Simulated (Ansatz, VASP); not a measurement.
# BIr: VASP beside Ansatz

File INCAR:

```
SYSTEM = BIr
PREC     = Accurate       ! precision mode
ENCUT    = 520            ! plane-wave cutoff, eV
EDIFF    = 1E-6           ! SCF threshold, eV
ISMEAR   = 0              ! smearing method
SIGMA    = 0.1            ! smearing width, eV
LREAL    = .False.        ! projectors in reciprocal space
LASPH    = .True.         ! aspherical terms in the spheres
NELM     = 100            ! most SCF steps
ALGO     = Normal         ! electronic algorithm
ISIF     = 2              ! what is computed and relaxed
LWAVE    = .False.        ! write WAVECAR
LCHARG   = .True.         ! write CHGCAR
GGA      = CA             ! functional
LELF     = .True.         ! ELF
LVHAR    = .True.       
NBANDS   = 13             ! bands
```

Contents of KPOINTS:

```
regular mesh
0
Gamma
  6 6 6
  0 0 0
```

File POSCAR:

```
BIr
1.0
    3.0421080792      0.0000000000      0.0000000000
   -1.5210540396      2.6345428776      0.0000000000
    0.0000000000      0.0000000000      2.7029723100
B Ir
1 1
Direct
    0.3333333300      0.6666666700      0.5000000000
    0.0000000000      0.0000000000      0.0000000000
```

Input for Ansatz:

```yaml
crystal:
  lattice:
    - [3.0421080792, 0.0, 0.0]
    - [-1.5210540396, 2.6345428776, 0.0]
    - [0.0, 0.0, 2.70297231]
  atoms:
    - { symbol: B, position: [0.33333333, 0.66666667, 0.5] }
    - { symbol: Ir, position: [0.0, 0.0, 0.0] }
basis:
  ecutwfc: 420
kpoints:
  mp_grid: { grid: [6, 6, 6] }
hamiltonian:
  xc: lda
scf:
  occupations: { method: gaussian, width: 0.1 }
output:
  forces: true
  stress: true
  eigenvalues: true
```

The cell comes from a database or a generator and needn't be the stable form of this composition.

Alike in both runs: task single point; functional LDA; k mesh 6 × 6 × 6; occupations gaussian, width 0.1 eV; no spin polarisation.

|  | VASP | Ansatz |
| --- | --- | --- |
| version | VASP 6.6.1 | Ansatz 0.2.0 |
| potentials or method | VASP PAW LDA potentials, release 64 (B, Ir) | scalar-relativistic, plane waves, PAW |
| plane-wave cutoff (eV) | 520 | 420 |
| valence electrons in the cell | 12 | 20 |

```tsv
	VASP	Ansatz	Ansatz less VASP
gap on the k mesh at the Fermi level (eV)	none	none	-
pressure (GPa)	-8.0	-10.1	-2.09
largest component of the traceless stress (GPa)	0.04	0.39	+0.349
```

A gap of «none» marks a metal or a gap that the smearing closes. The two sets of potentials don't hold the same shells in valence.

Caveats: the k mesh is coarse (spacing up to 0.40 Å⁻¹), so the values aren't converged. Spin-orbit coupling is left out, which matters for the levels of Ir.
